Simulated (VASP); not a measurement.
Data:

```
CELL_PARAMETERS angstrom
      1.90210    -3.29453     0.00000
      1.90210     3.29453     0.00000
      0.00000     0.00000     6.64447
ATOMIC_POSITIONS crystal
  Zr 0.00000 0.00000 0.00000
  Se 0.33333 0.66667 0.23783
  Se 0.66667 0.33333 0.76217
```

Level of theory: PBE GGA, VASP's PBE PAW potentials (set 64) (plane waves; VASP). Numerical set-up: 400 eV cut-off, 15×15×8 Γ-centred mesh, Gaussian smearing of 0.010 eV, potentials Zr_sv Se.

Without a dispersion term in the relaxation, distances and binding between the weakly bound layers, chains or molecules are unreliable, and so is what depends on them.

Task: Estimate the energy per atom (σ→0).

Result: 
- energy per atom (σ→0): -6.534 eV/atom

Total energies compare only between runs with the same potentials, cut-off and functional.

The compound is ZrSe2 in the 1T layered structure. It was relaxed first, which changed the volume by +10 %.
